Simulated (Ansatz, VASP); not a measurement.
**One calculation of Tc3Sn, two programs**

Contents of INCAR:

```
ALGO = Normal
EDIFF = 1E-7
ENCUT = 520
GGA = PE
ISIF = 2
ISMEAR = 1
LASPH = True
LCHARG = False
LREAL = False
LWAVE = False
NBANDS = 34
NELM = 80
PREC = Accurate
SIGMA = 0.1
```

KPOINTS

```
k-points
0
Gamma
  8 8 8
```

POSCAR

```
Tc3Sn
1.0
    0.0000000000      3.1721900000      3.1721900000
    3.1721900000      0.0000000000      3.1721900000
    3.1721900000      3.1721900000      0.0000000000
Tc Sn
3 1
Direct
    0.2500000000      0.2500000000      0.2500000000
    0.7500000000      0.7500000000      0.7500000000
    0.5000000000      0.5000000000      0.5000000000
    0.0000000000      0.0000000000      0.0000000000
```

Input for Ansatz:

```yaml
crystal:
  lattice:
    - [0.0, 3.17219, 3.17219]
    - [3.17219, 0.0, 3.17219]
    - [3.17219, 3.17219, 0.0]
  atoms:
    - { symbol: Tc, position: [0.25, 0.25, 0.25] }
    - { symbol: Tc, position: [0.75, 0.75, 0.75] }
    - { symbol: Tc, position: [0.5, 0.5, 0.5] }
    - { symbol: Sn, position: [0.0, 0.0, 0.0] }
kpoints:
  mp_grid:
    grid: [8, 8, 8]
hamiltonian:
  xc: pbe
  pseudopotentials:
    kind: paw
scf:
  max_iter: 150
  lower_state_search: "off"
  occupations:
    method: methfessel_paxton
output:
  forces: true
  stress: true
  eigenvalues: true
```

The cell comes from a database or a generator and needn't be the stable form of this composition.

Alike in both runs: task single point; functional PBE; k mesh 8 × 8 × 8; no spin polarisation.

|  | VASP | Ansatz |
| --- | --- | --- |
| version | VASP 6.6.1 | Ansatz 0.2.0 |
| potentials or method | VASP PAW PBE potentials, release 64 (Tc_pv, Sn_d) | plane waves, PAW |
| plane-wave cutoff (eV) | 520 | 500 |
| occupations | methfessel-paxton of order 1, width 0.1 eV | methfessel-paxton of order 1 |
| valence electrons in the cell | 53 | 59 |

Ansatz gave:

```
gap on the k mesh at the Fermi level (eV) : none
pressure (GPa)                            : -2.0
```

**Question.** Which values does VASP return?

**Answer.** gap on the k mesh at the Fermi level (eV): none; pressure (GPa): -2.3.

A gap of «none» marks a metal or a gap that the smearing closes. The two sets of potentials don't hold the same shells in valence.
